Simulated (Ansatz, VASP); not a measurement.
**HC12 (C(111) slab, H on the bottom face) in two plane-wave programs**

One calculation is typed for both programs; each brings its own data sets. How far apart do they land? The cell is taken from a series of runs on this material, whose earlier steps may have relaxed, scaled, displaced or heated it; both programs get it as it stands.

Calculated with Ansatz 0.2.0; plane waves, with VASP 6.6.1 beside it; single point at PBE with D3(BJ).

**1. The starting structure**

The cell holds 208 atoms: 192 C and 16 H. Cell: a = 10.089 Å, b = 10.089 Å, c = 23.902 Å, α = 90.0°, β = 90.0°, γ = 120.0°. It derives from C (diamond-structure). As first built, before any earlier steps moved the atoms (in the runner's words): diamond-structure C (a = 3.567 A), (111) slab of 12 atomic planes, 4 x 4 surface cells, H on the broken bonds of the bottom face; displaced by a Gaussian of 0.02 A. Vacuum lies along c.

**2. VASP: single point, PBE with D3(BJ)**

With cell and atoms fixed, the geometry can't cause a difference; cores, projectors, grids and the points listed under the comparison can.

Lines of VASP's logs that name or quote its potential files are left out, and so is its time.

INCAR

```
SYSTEM = HC12
PREC = Accurate
ENCUT = 520
EDIFF = 1E-06
NELM = 120
ISMEAR = 0
SIGMA = 0.05
LREAL = Auto
ALGO = Normal
GGA = PE
IVDW = 12
NBANDS = 537
LORBIT = 11
LWAVE = .FALSE.
LCHARG = .FALSE.
ISIF = 2
LASPH = .TRUE.
GGA_COMPAT = .FALSE.
```

POSCAR

```
HC12
1.0
   10.0890000000      0.0000000000      0.0000000000
   -5.0445000000      8.7373300000      0.0000000000
    0.0000000000      0.0000000000     23.9018940000
C H
192 16
Direct
    0.3332300000      0.9201210000      0.3185840000
    0.2507790000      0.0009380000      0.2968610000
    0.1655800000      0.8343970000      0.4049130000
    0.3339000000      0.9157430000      0.3820950000
    0.2534570000      0.9988000000      0.4908130000
    0.1689610000      0.8349230000      0.4703860000
    0.3271090000      0.9125350000      0.5769550000
    0.2485910000      0.9989910000      0.5554510000
    0.1653700000      0.8302790000      0.6621200000
    0.3312220000      0.9143350000      0.6409000000
    0.2507680000      0.0056610000      0.7504310000
    0.1665620000      0.8336520000      0.7271660000
    0.3318420000      0.6650060000      0.3182510000
    0.2483640000      0.7542690000      0.2960390000
    0.1655030000      0.5832360000      0.4058600000
    0.3338730000      0.6667910000      0.3822400000
    0.2537700000      0.7527340000      0.4898710000
    0.1692100000      0.5848990000      0.4695900000
    0.3326640000      0.6625660000      0.5745080000
    0.2507790000      0.7499060000      0.5563210000
    0.1660820000      0.5821370000      0.6629300000
    0.3313740000      0.6665430000      0.6409990000
    0.2485130000      0.7470340000      0.7495060000
    0.1667050000      0.5829310000      0.7263860000
    0.5853920000      0.9127530000      0.3158200000
    0.4988500000      0.0006850000      0.2961130000
    0.4176580000      0.8348360000      0.4040910000
    0.5836400000      0.9142940000      0.3833410000
    0.5014690000      0.0009680000      0.4909880000
    0.4187990000      0.8317750000      0.4683980000
[... 172 atom lines left out ...]
    0.5017600000      0.2488670000      0.2506150000
    0.7475360000      0.4963040000      0.2493680000
    0.9948640000      0.7464540000      0.2510490000
    0.7518260000      0.2522740000      0.2507670000
    0.0023190000      0.5038500000      0.2507540000
    0.0009400000      0.2513500000      0.2508460000
```

KPOINTS

```
Automatic mesh
0
Gamma
2 2 1
0 0 0
```

Potentials, in the order of the species: C and H (PBE family, release 64).

The run is started by

```bash
export OMP_NUM_THREADS=3
mpirun -np 1 vasp_std
```

Output:

```text
[banner, memory and clock lines left out]
running    1 mpi-ranks, on    1 nodes
[...]
Offloading initialized ...    1 GPUs detected
[...]
LDA part: xc-table for (Slater+PW92), standard interpolation
 POSCAR, INCAR and KPOINTS ok, starting setup
[...]
entering main loop
       N       E                     dE             d eps       ncg     rms          rms(c)
DAV:   1     0.454569602662E+04    0.45457E+04   -0.38877E+05  4328   0.134E+03
DAV:   2    -0.130720766651E+04   -0.58529E+04   -0.55606E+04  5422   0.313E+02
DAV:   3    -0.181471730379E+04   -0.50751E+03   -0.49951E+03  5408   0.865E+01
DAV:   4    -0.183174754515E+04   -0.17030E+02   -0.16937E+02  6016   0.164E+01
[...]
DAV:  47    -0.176056958473E+04   -0.33897E-05   -0.14429E-07  3584   0.298E-04    0.163E-03
DAV:  48    -0.176056958658E+04   -0.18530E-05   -0.22145E-07  3536   0.283E-04    0.175E-03
DAV:  49    -0.176056958697E+04   -0.39191E-06   -0.50344E-08  3528   0.181E-04
   1 F= -.17937583E+04 E0= -.17936764E+04  d E =-.163835E+00
```

Parts of OUTCAR (step 2):

```text
  FREE ENERGIE OF THE ION-ELECTRON SYSTEM (eV)
  ---------------------------------------------------
  free  energy   TOTEN  =     -1793.7582915270 eV

  energy  without entropy=    -1793.5944565871  energy(sigma->0) =    -1793.67637406
```

Dispersion corrections of this kind ignore metallic screening and tend to overbind metals.

**3. Ansatz: single point, PBE with D3(BJ)**

Ansatz runs on its PAW soft_1 files.

The same cell, functional, mesh and smearing now go to Ansatz.

input.yaml

```yaml
crystal:
  lattice:
    - [10.08899955396966, 0.0, 0.0]
    - [-5.044499776984834, 8.737329912507597, 0.0]
    - [0.0, 0.0, 23.901894153546827]
  atoms:
    - { symbol: C, position: [0.33323030813197546, 0.9201214265897961, 0.31858387023354007] }
    - { symbol: C, position: [0.250779314037735, 0.0009378242615062091, 0.2968607429851469] }
    - { symbol: C, position: [0.165579562536547, 0.8343974998273799, 0.40491292128351125] }
    - { symbol: C, position: [0.33389968851074514, 0.9157428928473789, 0.38209462181478937] }
    - { symbol: C, position: [0.25345668292459056, 0.998800317118417, 0.4908132626357631] }
    - { symbol: C, position: [0.16896125577839277, 0.8349234650130661, 0.47038632338797354] }
    - { symbol: C, position: [0.3271094590887542, 0.9125350885843743, 0.5769548305784804] }
    - { symbol: C, position: [0.24859102501581493, 0.9989912545466135, 0.5554514662513536] }
    - { symbol: C, position: [0.16536962859021687, 0.8302786844245462, 0.6621204291598272] }
    - { symbol: C, position: [0.3312218015163089, 0.9143354580405977, 0.6409001595630499] }
    - { symbol: C, position: [0.25076817281058583, 0.005661302323870627, 0.7504308277338849] }
    - { symbol: C, position: [0.16656234074986268, 0.8336521188476274, 0.7271656401463593] }
    - { symbol: C, position: [0.3318418583070982, 0.66500647152054, 0.3182510563601117] }
    - { symbol: C, position: [0.24836417426424204, 0.7542685929460338, 0.2960390308252839] }
    - { symbol: C, position: [0.1655026336823762, 0.5832358305811643, 0.405859673503098] }
    - { symbol: C, position: [0.3338727681163144, 0.666790965885971, 0.3822396620354313] }
    - { symbol: C, position: [0.2537704223086139, 0.7527344458187372, 0.48987115229758976] }
    - { symbol: C, position: [0.1692104247693593, 0.5848990973648553, 0.46959045447068715] }
    - { symbol: C, position: [0.33266413391410365, 0.662566464944813, 0.5745075995342582] }
    - { symbol: C, position: [0.25077852153739255, 0.7499056084510725, 0.5563210693492565] }
    - { symbol: C, position: [0.16608198388464243, 0.5821369403631331, 0.662929507430133] }
    - { symbol: C, position: [0.33137425442993323, 0.6665432511505889, 0.6409988356981052] }
    - { symbol: C, position: [0.24851304919668799, 0.7470340828917235, 0.7495059247465778] }
    - { symbol: C, position: [0.1667050930568227, 0.5829306999075067, 0.7263860097228281] }
    - { symbol: C, position: [0.5853916681293981, 0.912752831561436, 0.3158199110908182] }
    - { symbol: C, position: [0.49884970886253205, 0.0006850762737667587, 0.2961130430775273] }
    - { symbol: C, position: [0.41765782532944945, 0.8348364811392005, 0.40409059043695866] }
    - { symbol: C, position: [0.5836402341370908, 0.9142936140624935, 0.38334125732576263] }
    - { symbol: C, position: [0.5014687202816857, 0.0009675318149196886, 0.4909883717768426] }
    - { symbol: C, position: [0.41879897929372584, 0.8317750812058218, 0.4683980946419013] }
    - { symbol: C, position: [0.581324584365647, 0.916077872913424, 0.5767137115742006] }
    - { symbol: C, position: [0.5043322076520891, 0.003134105651968031, 0.5544094690586685] }
    - { symbol: C, position: [0.41854243057842355, 0.8362158888365546, 0.6620353993905539] }
    - { symbol: C, position: [0.5858963943575096, 0.9188423250969059, 0.6415953284069891] }
    - { symbol: C, position: [0.4988228475584073, 0.0017245204630926077, 0.7479879848014508] }
    - { symbol: C, position: [0.4180053991027818, 0.8370702560351171, 0.7258067015734857] }
    - { symbol: C, position: [0.3336403994382054, 0.4189930716754479, 0.3182308540639976] }
    - { symbol: C, position: [0.24993461982007553, 0.501813536708337, 0.2966363750926365] }
    - { symbol: C, position: [0.1681796221537277, 0.3319429176054813, 0.40400957729653153] }
    - { symbol: C, position: [0.33322680346454125, 0.41843416702734465, 0.3836391211237294] }
    - { symbol: C, position: [0.24880479335420333, 0.49682694375386294, 0.48997504679650744] }
    - { symbol: C, position: [0.16633705232541238, 0.33344226891653417, 0.46839690381530097] }
    - { symbol: C, position: [0.33792012627750884, 0.42009259207805055, 0.57736681894847] }
    - { symbol: C, position: [0.25040472776238953, 0.5001513882017836, 0.5548915157635803] }
    - { symbol: C, position: [0.16448907226647586, 0.33063713507211057, 0.6616008312200324] }
    - { symbol: C, position: [0.3364248190854169, 0.42046980395270867, 0.6409094906669227] }
    - { symbol: C, position: [0.25225739015635606, 0.501893766988602, 0.7484576662737938] }
    - { symbol: C, position: [0.16636354399962178, 0.3311854597204295, 0.7275283118109036] }
    - { symbol: C, position: [0.5813780863475678, 0.6667715515887491, 0.3179950585900944] }
    - { symbol: C, position: [0.49532357871898397, 0.7503536634582157, 0.29816257502362004] }
    - { symbol: C, position: [0.41341532752327803, 0.5799452970537157, 0.4024486873904404] }
    - { symbol: C, position: [0.5845246599898782, 0.6674944532698, 0.38126467201300834] }
[... 53 lines left out ...]
    - { symbol: C, position: [0.6622144671394098, 0.5833013963824807, 0.6623602713383803] }
    - { symbol: C, position: [0.831179742767916, 0.6691872803528339, 0.6422928446110198] }
    - { symbol: C, position: [0.7495023559900789, 0.7508401307760803, 0.7478755119695653] }
    - { symbol: C, position: [0.6652317486417167, 0.5826322111330136, 0.7274494642640182] }
    - { symbol: C, position: [0.08202934554516819, 0.9156775790873148, 0.31813290272103034] }
    - { symbol: C, position: [0.005780294313726018, 0.0012279334422032983, 0.29800281612535356] }
    - { symbol: C, position: [0.9162799329555231, 0.8333397425912541, 0.4059310979924544] }
    - { symbol: C, position: [0.0808927726249929, 0.9116297807462719, 0.38352574399080575] }
    - { symbol: C, position: [0.9977866522158162, 0.9981216118315777, 0.4896980934644963] }
    - { symbol: C, position: [0.9134472803349035, 0.8297739528744563, 0.4670491827355684] }
    - { symbol: C, position: [0.08440351373280176, 0.9145454415826543, 0.5758934651336041] }
    - { symbol: C, position: [0.9995962238617195, 0.9983664552339211, 0.555998101628976] }
    - { symbol: C, position: [0.9138255086871265, 0.8337282003098432, 0.6626226384533962] }
    - { symbol: C, position: [0.08524653266684012, 0.9170380651212683, 0.6407042430079559] }
    - { symbol: C, position: [0.9984716174898409, 0.9982669359601696, 0.748749058551395] }
    - { symbol: C, position: [0.9192790459149137, 0.8338940937384688, 0.7255357630722558] }
    - { symbol: C, position: [0.5841140035901751, 0.16424812513783013, 0.316963487637837] }
    - { symbol: C, position: [0.4987488485928381, 0.24970094273475568, 0.2950958762072807] }
    - { symbol: C, position: [0.418257992205543, 0.08382860826466428, 0.4050992769411388] }
    - { symbol: C, position: [0.5820008400286564, 0.16599609247252628, 0.38218745252516095] }
    - { symbol: C, position: [0.5049439569373955, 0.2543070468249494, 0.490843300012936] }
    - { symbol: C, position: [0.4150397908767972, 0.08534181854645319, 0.4684531720714428] }
    - { symbol: C, position: [0.5786330282216328, 0.1629715570035345, 0.5779999617034751] }
    - { symbol: C, position: [0.5061229374531393, 0.25330903326554216, 0.5557660199597289] }
    - { symbol: C, position: [0.4173918682309578, 0.08356117744931164, 0.6635653771794455] }
    - { symbol: C, position: [0.5823353037978529, 0.16532023249065628, 0.6414574849497807] }
    - { symbol: C, position: [0.4981960977263814, 0.24884096548112056, 0.7492834741476357] }
    - { symbol: C, position: [0.41637554430078905, 0.08173665535308866, 0.7272524897707666] }
    - { symbol: C, position: [0.8325463596136627, 0.41491910868818055, 0.3180494858977879] }
    - { symbol: C, position: [0.748936988401264, 0.4966058911557562, 0.294631157261911] }
    - { symbol: C, position: [0.6648656228704423, 0.330701574297493, 0.4031029522703388] }
    - { symbol: C, position: [0.8303759233415614, 0.4150562117619584, 0.38305010905257053] }
    - { symbol: C, position: [0.748668333340611, 0.4964048471113642, 0.4892510295469303] }
    - { symbol: C, position: [0.6641179355965346, 0.33372474858356066, 0.467175066943846] }
    - { symbol: C, position: [0.8343838233349209, 0.41436296801568495, 0.576697551699216] }
    - { symbol: C, position: [0.749263390131714, 0.5005144122157071, 0.5549534279524376] }
    - { symbol: C, position: [0.6667464043260696, 0.3325771556530765, 0.6609128705731262] }
    - { symbol: C, position: [0.8352526611203697, 0.41681060991792046, 0.6411126390893438] }
    - { symbol: C, position: [0.751014400220113, 0.49970032260907615, 0.748674799454976] }
    - { symbol: C, position: [0.665900621425907, 0.33242895187491195, 0.726711213081396] }
    - { symbol: C, position: [0.08356504680131148, 0.6620016717670811, 0.3180274610668768] }
    - { symbol: C, position: [0.9988041448915415, 0.7518523864442507, 0.2965035673708068] }
    - { symbol: C, position: [0.9159048592031743, 0.585646341009536, 0.4052798813862434] }
    - { symbol: C, position: [0.08222603398761211, 0.6654874586050898, 0.38277656469918575] }
    - { symbol: C, position: [0.0031355402868797366, 0.7510327185640296, 0.4906021181269268] }
    - { symbol: C, position: [0.9185405595257997, 0.5856215242353349, 0.4683841800501401] }
    - { symbol: C, position: [0.08347724629916965, 0.6646414679756919, 0.5766179608888421] }
    - { symbol: C, position: [0.9979529676100184, 0.745092079793734, 0.5553579505700403] }
    - { symbol: C, position: [0.9190833642159334, 0.5878045230610451, 0.6620445327262198] }
    - { symbol: C, position: [0.08152527862220031, 0.6643821898579809, 0.6417247315299496] }
    - { symbol: C, position: [0.0004255588366445478, 0.7479541391372968, 0.7477202477191697] }
    - { symbol: C, position: [0.9165076861876029, 0.583328593881648, 0.7260725840338257] }
    - { symbol: C, position: [0.832965347227864, 0.16565118721209637, 0.31740905887558457] }
    - { symbol: C, position: [0.7516559004358383, 0.2524168035950119, 0.29493050907652424] }
    - { symbol: C, position: [0.669366940755362, 0.08501317711571364, 0.4040696820863913] }
    - { symbol: C, position: [0.834955156050343, 0.1682410733975251, 0.38174267346685564] }
    - { symbol: C, position: [0.7496011166766975, 0.24944431255766256, 0.49031302418514894] }
    - { symbol: C, position: [0.6700715380812898, 0.0874273008192942, 0.47027371150387665] }
    - { symbol: C, position: [0.8305968082704269, 0.16911638668204132, 0.5778073434967489] }
    - { symbol: C, position: [0.750991967590773, 0.2536946001540109, 0.5553995092212445] }
    - { symbol: C, position: [0.6668832949116484, 0.08343350791372789, 0.6628474338703781] }
    - { symbol: C, position: [0.8344395552320448, 0.16801690666746824, 0.6409109795675249] }
    - { symbol: C, position: [0.7501579734257893, 0.24802285853817294, 0.7497679604709904] }
    - { symbol: C, position: [0.6709764836798424, 0.08441964954478103, 0.7272723469897372] }
    - { symbol: C, position: [0.0834781173556476, 0.4157275486480615, 0.3166997433929449] }
    - { symbol: C, position: [0.9975175153407594, 0.4999380894166986, 0.29686026734573084] }
    - { symbol: C, position: [0.9192869435920723, 0.33692098192997216, 0.40463132542661195] }
    - { symbol: C, position: [0.07649909650158052, 0.4158889324977226, 0.38337174549545694] }
    - { symbol: C, position: [0.9977110489395853, 0.49927685747038386, 0.49017714200463436] }
    - { symbol: C, position: [0.916925939636961, 0.332176769214515, 0.46906362265718415] }
    - { symbol: C, position: [0.08237155780020264, 0.41710782549330383, 0.5772237001540466] }
    - { symbol: C, position: [0.0024568328069478284, 0.5015454977877856, 0.5548657863648344] }
    - { symbol: C, position: [0.9149531714982254, 0.3305029154540359, 0.6623892885584836] }
    - { symbol: C, position: [0.08379818332447045, 0.4148979874009239, 0.6420967315571753] }
    - { symbol: C, position: [0.9989415132041337, 0.5010411240551937, 0.7493095598683958] }
    - { symbol: C, position: [0.9126668639246976, 0.3285136717857247, 0.7270146704582997] }
    - { symbol: C, position: [0.08231982549622496, 0.16292289520705205, 0.31803419827951096] }
    - { symbol: C, position: [0.003747853079138617, 0.2523659662638721, 0.2959228141106782] }
    - { symbol: C, position: [0.9155953525772701, 0.08327067845324797, 0.40559568953169595] }
    - { symbol: C, position: [0.08599335330808186, 0.1663643103281465, 0.38350950401951794] }
    - { symbol: C, position: [0.003419896257309636, 0.2506842215345148, 0.4915064231362708] }
    - { symbol: C, position: [0.915061409177048, 0.08285876536257293, 0.4693719036304396] }
    - { symbol: C, position: [0.08305679528144799, 0.16722439557856716, 0.5776430715542331] }
    - { symbol: C, position: [0.0009055367236784497, 0.24889618011885578, 0.5558689372066109] }
    - { symbol: C, position: [0.9131115279157556, 0.08132577926309721, 0.6644050627159478] }
    - { symbol: C, position: [0.08600945785822386, 0.1642762974936629, 0.6396584693232592] }
    - { symbol: C, position: [0.9976724540368069, 0.24952766686877798, 0.7490134991423965] }
    - { symbol: C, position: [0.917641206721886, 0.08309940286388337, 0.7268523051960312] }
    - { symbol: H, position: [0.24963600525131685, 0.0024211759086412775, 0.2526093634103971] }
    - { symbol: H, position: [0.25070894594870263, 0.7500574921285896, 0.25131630266767196] }
    - { symbol: H, position: [0.49754017648831644, 0.9989683025759608, 0.250975549339101] }
    - { symbol: H, position: [0.2549250261548891, 0.5026893317881792, 0.2515052306063962] }
    - { symbol: H, position: [0.49911477856035935, 0.7510699566673688, 0.2506433455811087] }
    - { symbol: H, position: [0.7501611404516182, 0.9983128256472777, 0.2515477800110372] }
    - { symbol: H, position: [0.24581081656488027, 0.24602134683844398, 0.251363437838961] }
    - { symbol: H, position: [0.5010923153574101, 0.5009138419502732, 0.25194759120302784] }
    - { symbol: H, position: [0.7525534930891863, 0.7520088296129577, 0.24987274381998484] }
    - { symbol: H, position: [0.9993902281087583, 0.9971903412834924, 0.24994353780460635] }
    - { symbol: H, position: [0.5017601651516512, 0.24886674301687656, 0.2506152449300621] }
    - { symbol: H, position: [0.7475356936628296, 0.4963042260517219, 0.2493683585247122] }
    - { symbol: H, position: [0.9948635145300891, 0.746453752001701, 0.25104850199591927] }
    - { symbol: H, position: [0.7518258494865134, 0.2522738379605297, 0.2507668593129015] }
    - { symbol: H, position: [0.002319047068948434, 0.503850092497249, 0.250754261862477] }
    - { symbol: H, position: [0.0009397009303914788, 0.25134983000188366, 0.25084601748311774] }
basis:
  ecutwfc: 420.0
kpoints:
  mp_grid:
    grid: [2, 2, 1]
hamiltonian:
  xc: pbe
  dispersion: d3bj
  pseudopotentials:
    kind: paw
    xc_functional: pbe
    azcp:
      folder: "./paw"
scf:
  occupations:
    method: gaussian
    width: 0.05
output:
  forces: true
  eigenvalues: true
```

The run is started by

```bash
python converge.py
```

**4. Comparison**

Known differences besides the potentials themselves: the cutoff is 420 eV in Ansatz and 520 eV in VASP (PREC = Accurate, projectors in real space). Total energies have different zeros and are not compared.

Forces on 10 of the 208 atoms, those with the largest forces and the largest differences (eV/Å; atoms numbered as in POSCAR):

```csv
atom,"Ansatz x, y, z","VASP x, y, z"
C11,"1.102, -1.789, -3.898","1.122, -1.810, -3.864"
C12,"0.048, -0.367, 5.370","0.054, -0.354, 5.369"
C24,"0.011, -0.327, 5.068","0.012, -0.331, 5.072"
C36,"0.489, -0.807, 5.117","0.493, -0.821, 5.125"
C60,"0.350, 1.243, 4.849","0.359, 1.251, 4.844"
C71,"0.717, -0.436, -3.572","0.731, -0.453, -3.540"
C120,"-0.885, -0.390, 5.000","-0.888, -0.394, 5.012"
C167,"-0.413, 0.230, -4.382","-0.431, 0.244, -4.347"
C180,"0.346, 1.188, 5.037","0.349, 1.200, 5.032"
C192,"-0.306, -0.085, 5.012","-0.307, -0.085, 5.012"
```

The forces differ by 10 meV/Å r.m.s., which is 0.7 % of the r.m.s. force of 1.388 eV/Å (both taken over all components). With vacuum in the cell, a pressure given here is an average over mostly empty space and none of the material.

**5. Summary of results**

```json
{"r.m.s. force difference (single point, PBE with D3(BJ))": "0.72 % of the r.m.s. force"}
```

What this shows: The r.m.s. force difference is 0.72 % of the r.m.s. force (single point, PBE with D3(BJ)), within the 3 % picked in this series as the mark of a large difference. How closely two codes agree says nothing of how well the functional describes the real material.

[Lines on the potential files, build, host, timing and source positions are cut from VASP's logs without a mark.]

[Logs are printed without paths, hosts, clocks, repeated set-up lines and the standing remarks that a program may print on its own settings, such as how far it seeks lower states.]

[Hosts, paths, dates, database ids (printed as entryN), source tags and the programs' standing remarks are cut or masked in the printed files.]
